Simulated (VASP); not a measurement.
# B2Te (Cmmm) in VASP: single point with PBE

Aim: the single point of B2Te with PBE.

All numbers are computed with VASP 6.6.1; they aren't measurements. Logs are shortened: lines on timing, memory, paths and dates and some standing lists are left out, and cuts for length are marked.

### 1 The crystal as given

The structure is orthorhombic, space group Cmmm (No. 65). Conventional cell: a = 6.424 Å, b = 9.104 Å, c = 3.571 Å, α = 90.00°, β = 90.00°, γ = 90.00°. B (site symmetry m) is surrounded by 2 B at 1.64 to 1.70 Å. Te (site symmetry 2/m) has 4 B at 2.42 Å as nearest neighbours.

The cell was built by a generator and needn't be a form met in nature.

### 2 Single point, PBE

INCAR reads:

```
SYSTEM = B2Te
ALGO = Fast
EDIFF = 1E-7
ENCUT = 520
GGA = PE
ISIF = 2
ISMEAR = 0
LASPH = .TRUE.
LCHARG = .FALSE.
LREAL = .FALSE.
LWAVE = .FALSE.
NBANDS = 21
NELM = 100
PREC = Accurate
SIGMA = 0.1
```

KPOINTS reads:

```
k-points
0
G
  8 8 10
  0 0 0
```

POSCAR reads:

```
B2Te
1.0
    3.2121976346     -4.5519938103      0.0000000000
    3.2121976346      4.5519938103      0.0000000000
    0.0000000000      0.0000000000      3.5712377150
B Te
4 2
Direct
    0.0422246216      0.2227807923      0.5000000000
    0.9577753784      0.7772192077      0.5000000000
    0.2227807923      0.0422246216      0.5000000000
    0.7772192077      0.9577753784      0.5000000000
    0.0000000000      0.5000000000      0.0000000000
    0.5000000000      0.0000000000      0.0000000000
```

Potentials or basis: VASP PAW PBE potentials, release 64 (B, Te).

Started as:

```
> cat potpaw_PBE.64/B/POTCAR potpaw_PBE.64/Te/POTCAR > POTCAR
> mpirun -np 1 vasp_std > vasp.out
```

OUTCAR:

```text
SYSTEM = B2Te
   EDIFF = 1E-7
   ENCUT = 520
   GGA = PE
   ISIF = 2
   ISMEAR = 0
   LASPH = .TRUE.
   LREAL = .FALSE.
   NELM = 100
   PREC = Accurate

 ion  position               nearest neighbor table
   1  0.042  0.223  0.500-   3 1.64   4 1.70   5 2.42   5 2.42
   2  0.958  0.777  0.500-   4 1.64   3 1.70   5 2.42   5 2.42
   3  0.223  0.042  0.500-   1 1.64   2 1.70   6 2.42   6 2.42
   4  0.777  0.958  0.500-   2 1.64   1 1.70   6 2.42   6 2.42
   5  0.000  0.500  0.000-   1 2.42   2 2.42   1 2.42   2 2.42   6 3.21   6 3.21
   6  0.500  0.000  0.000-   3 2.42   4 2.42   3 2.42   4 2.42   5 3.21   5 3.21

  LATTYP: Found a base centered orthorhombic cell.
 ALAT       =     6.4243952692
 B/A-ratio  =     1.4170964331
 C/A-ratio  =     0.5558869847

  Lattice vectors:

 A1 = (   3.2121976346,  -4.5519938103,   0.0000000000)
 A2 = (   3.2121976346,   4.5519938103,   0.0000000000)
 A3 = (   0.0000000000,   0.0000000000,   3.5712377150)

Analysis of symmetry for initial positions (statically):
=====================================================================
 Subroutine PRICEL returns:
 Original cell was already a primitive cell.

 Routine SETGRP: Setting up the symmetry group for a
 base centered orthorhombic supercell.

 Subroutine GETGRP returns: Found  8 space group operations
 (whereof  8 operations were pure point group operations)
 out of a pool of  8 trial point group operations.

The static configuration has the point symmetry D_2h.

Analysis of symmetry for dynamics (positions and initial velocities):
=====================================================================
 Subroutine PRICEL returns:
 Original cell was already a primitive cell.

 Routine SETGRP: Setting up the symmetry group for a
 base centered orthorhombic supercell.

 Subroutine GETGRP returns: Found  8 space group operations
 (whereof  8 operations were pure point group operations)
 out of a pool of  8 trial point group operations.

The dynamic configuration has the point symmetry D_2h.

 Subroutine INISYM returns: Found  8 space group operations
 (whereof  8 operations are pure point group operations),
 and found     1 'primitive' translations

----------------------------------------------------------------------------------------

                                     Primitive cell

  volume of cell :     104.4366

  direct lattice vectors                    reciprocal lattice vectors
     3.212197635 -4.551993810  0.000000000     0.155656674 -0.109841977  0.000000000
[... 100 lines left out ...]
   ISIF   =      2    stress and relaxation
   ISYM   =      2    0-nonsym 1-usesym 2-fastsym
   POTIM  = 0.5000    time-step for ionic-motion
   TEBEG  =    0.0;   TEEND  =   0.0 temperature during run
   PSTRESS=    0.0 pullay stress
   NELECT =      24.0000    total number of electrons
   NUPDOWN=      -1.0000    fix difference up-down
   EMIN   =  10.00;   EMAX   =-10.00  energy-range for DOS
   EFERMI =   0.00;   METHOD = LEGACY
   ISMEAR =     0;   SIGMA  =   0.10  broadening in eV -4-tet -1-fermi 0-gaus
   EFERMI_NEDOS =   21; number of points for ismear=-14 and -15
   IALGO  =     68    algorithm
   IMIX   =      4    mixing-type and parameters
     AMIX     =   0.40;   BMIX     =  1.00
     AMIX_MAG =   1.60;   BMIX_MAG =  1.00
  volume/ion in A,a.u.               =      17.41       117.46
  Fermi-wavevector in a.u.,A,eV,Ry     =   1.002754  1.894930 13.680867  1.005515
  Thomas-Fermi vector in A             =   2.135262
   LORBIT       =      0    0 simple, 1 ext, 2 COOP (PROOUT), +10 PAW based schemes
   GGA     = PE    functional components
   LHFCALC =     F    Hartree Fock is set to
   AEXX    =    0.0000 exact exchange contribution
   IVDW    =     0    specifies the selected vdW correction
   LEPSILON=     F    determine dielectric tensor
   LRPA    =     F    only Hartree local field effects (RPA)
 non-spin polarized calculation
 RMM-DIIS sequential band-by-band and
 Gauss-broadening in eV      SIGMA  =   0.10
  energy-cutoff  :      520.00
  volume of cell :      104.44
 maximum number of plane-waves:      2830
 NGX is ok and might be reduce to    42
   NGX = 21   NGY = 21   NGZ = 13

 number of electron      24.0000001 magnetization

 Free energy of the ion-electron system (eV)
  ---------------------------------------------------
  ext. energy  EPLUGINS =         0.00000000
  ---------------------------------------------------
  free energy    TOTEN  =       -27.80298955 eV

  energy without entropy =      -27.79186976  energy(sigma->0) =      -27.79742965

 E-fermi :   5.1414     XC(G=0):  -9.4633

 val. band max:        5.1162341028   @ k =   0.5000   0.3750   0.5000
 cond. band min:       5.1464595914   @ k =   0.3750   0.3750   0.1000
 fundamental gap:      0.0302254886
 Fermi energy:         5.1414363442

 k-point     1 :       0.0000    0.0000    0.0000
  band No.  band energies     occupation
      1      -8.8834      2.00000
      2      -6.5626      2.00000
      3      -4.2905      2.00000
      4      -2.7995      2.00000
      5      -1.7808      2.00000
      6       1.0042      2.00000
[... 565 lines left out ...]
     20      11.2227      0.00000
     21      11.5517      0.00000

 [... further k-points ...]

------------------------ aborting loop because EDIFF is reached ----------------------------------------

  FORCE on cell =-STRESS in cart. coord.  units (eV):
  Direction    XX          YY          ZZ          XY          YZ          ZX
  --------------------------------------------------------------------------------------
  -------------------------------------------------------------------------------------
  Total        0.0336010      0.0305172      0.0008980      0.0000000      0.0000000      0.0000000
  in kB        0.5154773      0.4681689      0.0137770      0.0000000      0.0000000      0.0000000
  external PRESSURE =       0.3324744 kB  Pullay stress =       0.0000000 kB

 VOLUME and BASIS-vectors are now :
 -----------------------------------------------------------------------------
  energy-cutoff  :      520.00
  volume of cell :      104.44
      direct lattice vectors                 reciprocal lattice vectors
     3.212197635 -4.551993810  0.000000000     0.155656674 -0.109841977  0.000000000
     3.212197635  4.551993810  0.000000000     0.155656674  0.109841977  0.000000000
     0.000000000  0.000000000  3.571237715     0.000000000  0.000000000  0.280014964

 POSITION                                       TOTAL-FORCE (eV/Angst)
 -----------------------------------------------------------------------------------
      0.85125      0.82189      1.78562         0.006309      0.003388      0.000000
      5.57315     -0.82189      1.78562        -0.006309     -0.003388     -0.000000
      0.85125     -0.82189      1.78562         0.006309     -0.003388     -0.000000
      5.57315      0.82189      1.78562        -0.006309      0.003388      0.000000
      1.60610      2.27600      0.00000         0.000000     -0.000000      0.000000
      1.60610     -2.27600      0.00000        -0.000000     -0.000000      0.000000
 -----------------------------------------------------------------------------------
    total drift:                                0.000000     -0.000000     -0.000000

  FREE ENERGIE OF THE ION-ELECTRON SYSTEM (eV)
  ---------------------------------------------------
  free  energy   TOTEN  =       -27.8029895451 eV

  energy  without entropy=      -27.7918697559  energy(sigma->0) =      -27.79742965
```

stdout:

```text
POSCAR found type information on POSCAR B Te
 POSCAR found :  2 types and       6 ions
 scaLAPACK will be used
 LDA part: xc-table for (Slater+PW92), standard interpolation
 POSCAR, INCAR and KPOINTS ok, starting setup
 FFT: planning ... GRIDC
 FFT: planning ... GRID_SOFT
 FFT: planning ... GRID
 WAVECAR not read
 entering main loop
```

Run time: 2.5 min. Hardware: 1 thread of Intel Xeon Platinum 8559C (Emerald Rapids), shared host; peak memory 0.37 GiB.

What came out:

```
Free energy            : -27.8030 eV
Pressure               : 0.0 GPa
Largest force          : 0.007 eV/Å
Band gap on the k mesh : none (metal or under the smearing width)
```

Forces in eV/Å, atoms in the order of the input:
```
B    0.006  0.003  0.000
B   -0.006 -0.003  0.000
B    0.006 -0.003  0.000
B   -0.006  0.003  0.000
Te   0.000  0.000  0.000
Te   0.000  0.000  0.000
```

Levels at points of the mesh, in eV from the Fermi level:
```tsv
k point	band 9	band 10	band 11	band 12	band 13	band 14	band 15	band 16
(0.00, 0.00, 0.00)	-0.59	-0.40	0.15	0.43	1.13	2.07	2.12	2.28
(0.50, 0.00, 0.00)	-2.31	-1.85	-0.30	-0.10	1.11	1.26	2.19	2.73
(0.50, 0.50, 0.00)	-2.28	-1.43	-1.31	-0.26	1.32	1.77	2.76	3.47
(0.00, 0.00, 0.50)	-3.59	-2.78	-1.88	-1.88	1.32	2.02	2.16	4.75
(0.50, 0.00, 0.50)	-1.99	-1.89	-1.41	-1.36	-1.13	1.43	1.99	2.80
(0.50, 0.50, 0.50)	-2.57	-1.92	-1.61	-1.19	-0.67	2.38	2.52	2.85
```
